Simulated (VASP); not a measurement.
An input for Quantum ESPRESSO's pw.x (written as the equivalent of a VASP run, and not itself run):

```
&CONTROL
  calculation = 'vc-relax'
  pseudo_dir = './pseudo'
  outdir = './out'
  tprnfor = .true.
  tstress = .true.
  nstep = 60
  forc_conv_thr = 0.00078
/
&SYSTEM
  ibrav = 0
  nat = 3
  ntyp = 2
  ecutwfc = 84
  occupations = 'smearing'
  smearing = 'gaussian'
  degauss = 0.003675
  input_dft = 'pbe'
  vdw_corr = 'grimme-d3'
  dftd3_version = 3
  dftd3_threebody = .false.
/
&ELECTRONS
  conv_thr = 7.3e-08
  electron_maxstep = 100
/
&IONS
/
&CELL
/
ATOMIC_SPECIES
  Ba 137.327 Ba.upf
  F 18.998 F.upf
CELL_PARAMETERS angstrom
    -0.0000000    3.1270254    3.1270254
     3.1270254    0.0000000    3.1270254
     3.1270254    3.1270254    0.0000000
ATOMIC_POSITIONS crystal
  Ba   1.0000000  1.0000000  0.0000000
  F    0.2500000  0.2500000  0.2500000
  F    0.7500000  0.7500000  0.7500000
K_POINTS automatic
  6 6 6 0 0 0
```

### Question
Write the VASP files for the same calculation (PBE-D3 (zero damping)).

### Answer
One answer among several that fit: 
INCAR:
```
IBRION = 2
ISIF = 3   # ions, shape and volume
LASPH = .TRUE.
SYSTEM = BaF2
LWAVE = .FALSE.
NSW = 60
PREC = Accurate
EDIFFG = -0.02
SIGMA = 0.05   # width (eV)
IVDW = 11   # D3, zero damping
NELM = 100
GGA = PE
LCHARG = .FALSE.
LMAXMIX = 4
LREAL = .FALSE.   # projection in real space or not
ALGO = Normal
EDIFF = 1E-6   # SCF stop (eV)
ISMEAR = 0
ENCUT = 520
```

**KPOINTS**
```
Automatic mesh
0
Gamma
6 6 6
0 0 0
```

File POSCAR:
```
BaF2
1.0
  0.0000000000   3.1270254066   3.1270254066
  3.1270254066   0.0000000000   3.1270254066
  3.1270254066   3.1270254066   0.0000000000
Ba F
1 2
Cartesian
  3.1270254066   3.1270254066   6.2540508132
  1.5635127033   1.5635127033   1.5635127033
  4.6905381099   4.6905381099   4.6905381099
```

POTCAR, in this order: Ba_sv F (PBE.64 set). Program: vasp_std.

The two are equivalent in intent, not identical: the potentials are each code's own (VASP's PAW set, PseudoDojo norm-conserving files in pw.x), so ENCUT and ecutwfc are chosen apart and not converted; conv_thr bounds pw.x's estimated SCF error, while EDIFF bounds the energy change between steps; forc_conv_thr acts on force components and is met together with etot_conv_thr.

The compound is BaF2 in the fluorite structure. It was relaxed first. The start is the result of an earlier pass.
